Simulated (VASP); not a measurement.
Input:

```
CELL_PARAMETERS angstrom
      1.47820    -2.56033     0.00000
      1.47820     2.56033     0.00000
      0.00000     0.00000     4.68175
ATOMIC_POSITIONS crystal
  Ti 0.33333 0.66667 0.25000
  Ti 0.66667 0.33333 0.75000
```

These are revPBE GGA, VASP's PBE PAW potentials (set 64) (plane waves; VASP) values and carry that method's errors. Numerical set-up: 520 eV cut-off, Gaussian smearing of 0.050 eV, potentials Ti_sv.

Problem. Give the energies of bands 9 to 15 at the high-symmetry points, in eV from the Fermi level.

Solution. 
```csv
band,Γ,M,K,A,L,H
9,-6.20,-2.35,-1.65,-4.37,-2.51,-1.24
10,-2.67,-2.12,-1.41,-4.37,-2.51,-1.24
11,0.67,-1.81,-1.41,0.06,-0.81,-1.07
12,0.75,-0.69,-1.30,0.06,-0.81,-1.07
13,0.75,0.46,0.21,0.66,1.24,-0.26
14,0.85,0.59,0.21,0.66,1.24,-0.26
15,1.23,1.13,1.45,0.66,1.67,1.63
```

It has no gap at this level: it comes out as a metal or semimetal.

The compound is Ti in the hcp structure. It was relaxed first.
